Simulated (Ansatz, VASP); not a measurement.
# AlO (Al2O2 3 layers, AB) in two plane-wave programs, part 2 of 2

Wanted: the spread between two codes on one cell, functional and k mesh. The cell is taken from a series of runs on this material, whose earlier steps may have relaxed, scaled, displaced or heated it; both programs get it as it stands.

VASP 6.6.1 and Ansatz 0.2.0.

So far: The structure; VASP: single point, PBEsol with D3(BJ).

## (3) Ansatz: single point, PBEsol with D3(BJ)

Level of this step: Ansatz beside VASP: Kohn-Sham DFT, plane waves, PBEsol with D3(BJ) (Ansatz).

Ansatz runs on its default PAW (the set named soft_2) files.

The same cell, functional, mesh and smearing now go to Ansatz, which takes its cutoff from its data sets.

The input, input.yaml:

```yaml
crystal:
  lattice:
    - [2.9323801798, 0.0, 0.0]
    - [-1.4661900899, 2.5395157292, 0.0]
    - [0.0, 0.0, 34.9294426566]
  atoms:
    - { symbol: O, position: [0.3333333333, 0.6666666667, 0.2576622848] }
    - { symbol: Al, position: [0.0, 0.0, 0.2767978826] }
    - { symbol: Al, position: [0.0, 0.0, 0.3512660362] }
    - { symbol: O, position: [0.3333333333, 0.6666666667, 0.3702393248] }
    - { symbol: O, position: [0.6666666667, 0.3333333333, 0.4439235483] }
    - { symbol: Al, position: [0.3333333333, 0.6666666667, 0.4628128071] }
    - { symbol: Al, position: [0.3333333333, 0.6666666667, 0.5371871929] }
    - { symbol: O, position: [0.6666666667, 0.3333333333, 0.5560764517] }
    - { symbol: O, position: [0.3333333333, 0.6666666667, 0.6297606752] }
    - { symbol: Al, position: [0.0, 0.0, 0.6487339638] }
    - { symbol: Al, position: [0.0, 0.0, 0.7232021174] }
    - { symbol: O, position: [0.3333333333, 0.6666666667, 0.7423377152] }
kpoints:
  mp_grid: { grid: [18, 18, 1] }
  band_path:
    path: [[0, 0, 0], [0.5, 0, 0], [0.33333333, 0.33333333, 0], [0, 0, 0]]
    npoints: 16
hamiltonian:
  xc: pbesol
  dispersion: d3bj
scf:
  occupations: { method: fermi_dirac, width: 0.05 }
  convergence: { dr2_threshold: 1.0e-10 }
efield:
  axis: 3
  dipole_correction: true
  ramp_position: 0.97
  ramp_width: 0.06
  amplitude: 0
output:
  dos: { projected: true, e_range: [-6, 5] }
  bader: true
  write_potential: true
  write_density: true
  volumetric_format: npy
  elf: true
```

Command:

```bash
$ ansatz run input.yaml --threads 4 --pin off --max-ram 6144MiB --backend cpu --events-out ev --progress --plain --runs-dir out
```

Numbers of over 12 decimals in the logs are rounded to 6 here.

Log:

```text
Engine: ansatz 0.2.0, aarch64-unknown-linux-gnu
Pseudopotentials: kind: paw
Pseudopotential: O, paw, valence charge 6, recommended cutoff 420 eV (normal), O.paw.azcp
Pseudopotential: Al, paw, valence charge 3, recommended cutoff 420 eV (normal), Al.paw.azcp
Functional definition: PBEsol
  exchange = pbesol_x
  correlation = pbesol_c
Crystal: 12 atoms, lattice volume = 260.113 Å³
Basis set: ecut = 420 eV, 5013 PW (Γ)
Bands: 39, of which v1, the nominal top of the filled ones, is band 27 counted from 1 (26 counted from 0)
Symmetry: 6 space group operations
k-points: 37 of 324 (time reversal used)
Non-local potential: O, projectors of the file, l = 0: 2, l = 1: 2, l = 2: 1
Non-local potential: Al, projectors of the file, l = 0: 2, l = 1: 2, l = 2: 1
PAW form: soft (Blöchl's): semilocal exchange-correlation on the pseudo side does not see the compensation charge
PAW frozen core: O, regenerated for the run's functional, and the local potential with it (the file was generated under x = pbe(κ = 0.804, μ = 0.219515), c = pbe(β = 0.066725))
PAW frozen core: Al, regenerated for the run's functional, and the local potential with it (the file was generated under x = pbe(κ = 0.804, μ = 0.219515), c = pbe(β = 0.066725))
PAW one-centre angular grid: O, 110 points (default); XC on 64 Gauss nodes
PAW one-centre angular grid: Al, 110 points (default); XC on 64 Gauss nodes
Initial density: superposition of atomic densities (neutral atoms: chi_scale 0, normalization atom), corrected by the library's trained network
Initial wavefunctions: pseudopotential atomic-orbital guess
Functional: x = pbesol(κ = 0.804, μ = 0.123457), c = pbesol(β = 0.046)
SCF iter   1: F=—  HF=-6526.277731 eV  |F-HF|=—  |Δ(HF+E_count)|=         —  Δρ=1.39e-2  dr2=5.81e-1  ethr=1.77e-3  p=-0.000 e·Å  D=-9.67e-14 V/Å  ΔV_dip=0.00 eV  dr2_dipole=6.10e-8  V_vac-E_F(+/−)=5.28/5.28 eV  ⟨swp⟩=9.7  Hψ=8555  notcnv=0  defer=37
efield: sawtooth ramp at fractional position 0.9700 (set: `efield.ramp_position`, or a place that a band, a saddle search or an elastic batch's reference lends), width 0.0600; the density the first Hamiltonian is built on has a dipole p = -0.000 e·Å; the dipole correction subtracts the counter field D = -9.67e-14 V/Å, which shifts the + side's vacuum level by +0.00 eV against the − side's; the planar-averaged density in the ramp window peaks in size at 7.0e-6 e/Å³
preconditioner: auto → Resta (q_TF=auto, 2.099 Å⁻¹)  ε∞=2.5  [insulator: Δε(μ)=1.089 eV  Ē_g=13.672 eV  σ=0.050 eV  W_gap=1.00  n_scr=22 (ndim 8)  ℏωp=16.9 eV  f_vac=0.432  D(μ)=0.00/eV (n_scr^D=0)  ε∞_Penn≈2.5  vacuum switching on, ρ_ref=1.4e-2 e/Å³]
SCF iter   2: F=—  HF=-6526.147031 eV  |F-HF|=—  |Δ(HF+E_count)|=   1.31e-1  Δρ=5.25e-3  dr2=4.77e-2  ethr=1.08e-3  p=-0.000 e·Å  D=-5.70e-5 V/Å  ΔV_dip=0.00 eV  dr2_dipole=4.62e-8  V_vac-E_F(+/−)=4.72/4.72 eV  ⟨swp⟩=2.4  Hψ=2790  notcnv=0  defer=147
SCF iter   3: F=—  HF=-6526.135043 eV  |F-HF|=—  |Δ(HF+E_count)|=   1.20e-2  Δρ=1.20e-3  dr2=6.33e-3  ethr=8.83e-5  p=-0.000 e·Å  D=-1.93e-5 V/Å  ΔV_dip=0.00 eV  dr2_dipole=2.00e-9  V_vac-E_F(+/−)=4.62/4.62 eV  ⟨swp⟩=2.0  Hψ=2345  notcnv=0  defer=147
SCF iter   4: F=—  HF=-6526.133928 eV  |F-HF|=—  |Δ(HF+E_count)|=   1.12e-3  Δρ=3.73e-4  dr2=4.23e-4  ethr=1.17e-5  p=-0.000 e·Å  D=-1.26e-6 V/Å  ΔV_dip=0.00 eV  dr2_dipole=5.77e-10  V_vac-E_F(+/−)=4.37/4.37 eV  ⟨swp⟩=2.3  Hψ=2144  notcnv=0  defer=147
SCF iter   5: F=—  HF=-6526.133925 eV  |F-HF|=—  |Δ(HF+E_count)|=   2.77e-6  Δρ=2.33e-4  dr2=1.88e-4  ethr=7.83e-7  p=0.000 e·Å  D=6.90e-6 V/Å  ΔV_dip=-0.00 eV  dr2_dipole=1.98e-9  V_vac-E_F(+/−)=4.34/4.34 eV  ⟨swp⟩=2.0  Hψ=2333  notcnv=0  defer=147
SCF iter   6: F=—  HF=-6526.133900 eV  |F-HF|=—  |Δ(HF+E_count)|=   2.48e-5  Δρ=5.74e-5  dr2=6.29e-6  ethr=3.49e-7  p=-0.000 e·Å  D=-4.03e-7 V/Å  ΔV_dip=0.00 eV  dr2_dipole=1.59e-11  V_vac-E_F(+/−)=4.33/4.33 eV  ⟨swp⟩=2.2  Hψ=2045  notcnv=0  defer=147
SCF iter   7: F=—  HF=-6526.133903 eV  |F-HF|=—  |Δ(HF+E_count)|=   2.75e-6  Δρ=1.75e-5  dr2=7.89e-7  ethr=1.17e-8  p=0.000 e·Å  D=8.03e-7 V/Å  ΔV_dip=-0.00 eV  dr2_dipole=1.30e-11  V_vac-E_F(+/−)=4.32/4.32 eV  ⟨swp⟩=2.8  Hψ=2623  notcnv=0  defer=147
SCF iter   8: F=—  HF=-6526.133962 eV  |F-HF|=—  |Δ(HF+E_count)|=   5.94e-5  Δρ=7.67e-6  dr2=1.22e-7  ethr=1.46e-9  p=0.000 e·Å  D=9.94e-8 V/Å  ΔV_dip=-0.00 eV  dr2_dipole=1.64e-13  V_vac-E_F(+/−)=4.32/4.32 eV  ⟨swp⟩=2.0  Hψ=2217  notcnv=0  defer=147
SCF iter   9: F=—  HF=-6526.133962 eV  |F-HF|=—  |Δ(HF+E_count)|=   8.15e-9  Δρ=1.50e-6  dr2=5.45e-9  ethr=2.26e-10  p=-0.000 e·Å  D=-5.42e-8 V/Å  ΔV_dip=0.00 eV  dr2_dipole=5.30e-14  V_vac-E_F(+/−)=4.32/4.32 eV  ⟨swp⟩=2.0  Hψ=2081  notcnv=0  defer=147
SCF iter  10: F=—  HF=-6526.133962 eV  |F-HF|=—  |Δ(HF+E_count)|=   2.63e-9  Δρ=4.36e-7  dr2=3.78e-10  ethr=1.01e-11  p=0.000 e·Å  D=8.11e-8 V/Å  ΔV_dip=-0.00 eV  dr2_dipole=1.55e-13  V_vac-E_F(+/−)=4.32/4.32 eV  ⟨swp⟩=2.1  Hψ=2244  notcnv=0  defer=147
SCF iter  11: F=-6526.133962 eV  HF=-6526.133962 eV  |F-HF|=1.18e-11  |Δ(HF+E_count)|=  2.27e-11  Δρ=4.85e-8  dr2=8.15e-12  ethr=1.00e-12  p=-0.000 e·Å  D=-6.64e-8 V/Å  ΔV_dip=0.00 eV  dr2_dipole=9.65e-14  V_vac-E_F(+/−)=4.32/4.32 eV  ⟨swp⟩=16.4  Hψ=6116  notcnv=0
SCF 1 converged in 11 iterations: F = -6526.133962 eV  dr2 = 8.15e-12
  greatest PAW one-centre occupation: 0.862 electrons in one spin orbital (limit 2), on the O atom at site 4 (counted from 0), in its partial waves of l = 0
NSCF: frozen V_eff on 49 k-points
efield: sawtooth ramp at fractional position 0.9700 (kept from the solve that this one continues, or follows in the run), width 0.0600; the density the first Hamiltonian is built on has a dipole p = -0.000 e·Å; the dipole correction subtracts the counter field D = -6.64e-8 V/Å, which shifts the + side's vacuum level by +0.00 eV against the − side's; the planar-averaged density in the ramp window peaks in size at 8.2e-7 e/Å³
WARN: The output density's exchange-correlation potential varies sharply where the density is thin. Do not read a vacuum level from v_tot or v_xc, or from such a field of the output density. On a cell that repeats whose density bears no net charge and no dipole along the vacuum's axis use v_es (v_loc + v_h of the components); under efield.dipole_correction with no amplitude use v_es + v_field, which holds any externa [...]
SCF converged after 11 iterations
Free energy (F): -6526.133962 eV
Harris-Foulkes:  -6526.133962 eV  (|F-HF|=1.18e-11)
Internal energy: -6526.133961 eV  (E = F + TS)
E sigma→0 (E₀):  -6526.133962 eV
Entropy (-TS):   -0.000002 eV (-0.000 meV/atom)
Fermi energy:    2.429680 eV
Dipole field:    D = 0.000000 V/Å  (p = 0.000000 e·Å, saw-weighted, corrected)
Work function:   Φ+ = 4.3208 eV   Φ− = 4.3208 eV
Levels:          The Fermi level and band energies are counted from a zero that moves with the ramp; work functions are not
--- Per-component energies (eV) ---
  E_band       = -366.959755
  E_kinetic    = 1211.680966
  E_local      = -43273.086901  (includes V_loc(G=0)·N_el)
  E_nonlocal   = 351.113491
  E_hartree    = 21163.158965
  E_xc         = -678.736692
  E_vxc        = -742.583405  (∫ρ·V_xc dr)
  E_paw        = -3646.639476  (= ΣΔE_a)
  E_vpaw       = -240.416515  (= ΣTr[D̂ρ^β])
  E_aug_tail   = 0.015000  (compensation charges beyond the density's cutoff)
  E_efield     = 0.000000  (sawtooth field / dipole correction)
  E_vefield    = 0.000000  (∫n·V_field dr)
  E_ewald      = 18347.865856
  E_disp       = -1.831732  (pairwise vdW)
  E_core_change = 0.326562  (= ΣΔE_core)
  E_smearing   = -0.000002  (= −TS)
  E_closure    = 0.000000  (closes the sum)
  Σ components = -6526.133962   (vs F -6526.133962, Δ=0.00e0)
--- Band table (eV; the first three rows and the last of 37) ---
  k-point 0: bands = [... 23 lower, -2.7381, -1.0844, -0.6735, -0.1190, 3.3673, 3.6612, 4.2107, 5.8807, ... 8 higher]
  k-point 1: bands = [... 23 lower, -2.7590, -0.9660, -0.5959, -0.0744, 3.5326, 3.8104, 4.3451, 5.9785, ... 8 higher]
  k-point 2: bands = [... 23 lower, -2.8186, -0.7094, -0.4172, 0.0320, 3.9703, 4.2080, 4.7010, 6.2411, ... 8 higher]
  k-point 36: bands = [... 23 lower, -2.3669, 1.8118, 1.8129, 1.9706, 3.1507, 3.1523, 3.2953, 6.0615, ... 8 higher]
--- Bader charges: 12 sites ---
  site symbol  charge [e]  shift [e]
     0      O     -1.7494     0.0016
     1     Al      1.7502     0.0017
     2     Al      1.7496     0.0014
     3      O     -1.7497     0.0015
     4      O     -1.7527     0.0015
     5     Al      1.7518     0.0015
     6     Al      1.7518     0.0015
     7      O     -1.7526     0.0015
     8      O     -1.7497     0.0015
     9     Al      1.7496     0.0014
    10     Al      1.7503     0.0017
    11      O     -1.7494     0.0016
  estimated error of the sums over rays = 5.3e-4 e
```

In the SCF lines HF is the Harris–Foulkes energy and dr2 the Hartree energy of the density residual, in eV; the loop may stop once dr2 is under the threshold and the program's other checks hold. Hψ counts applications of the Hamiltonian.

## (4) Differences

Known differences besides the potentials themselves: the cutoff is 420 eV in Ansatz and 520 eV in VASP; Ansatz makes its cores anew for this functional, VASP keeps those of its PBE data sets. Total energies have different zeros and are not compared.

Compared:

| quantity | Ansatz | VASP | difference |
| --- | --- | --- | --- |
| gap on the k mesh (eV) | 0.970 | 0.972 | -0.002 |

A gap on the mesh is an upper bound, since the band edges may lie between its points. With vacuum in the cell, a pressure given here is an average over mostly empty space and none of the material.

## (5) What came out

```
difference in gap on the k mesh (single point, PBEsol with D3(BJ)) : -0.0024 eV
```

**Reading.** The difference in gap on the k mesh is -0.0024 eV (single point, PBEsol with D3(BJ)), within the 0.08 eV picked in this series as the mark of a large difference. Such differences can come from data sets, numerical settings and the points named under the comparisons, not from the functional's error against experiment.

[Lines on the potential files, build, host, timing and source positions are cut from VASP's logs without a mark.]

[Logs are printed without paths, hosts, clocks, repeated set-up lines and the standing remarks that a program may print on its own settings, such as how far it seeks lower states.]

[Hosts, paths, dates, database ids (printed as entryN), source tags and the programs' standing remarks are cut or masked in the printed files.]
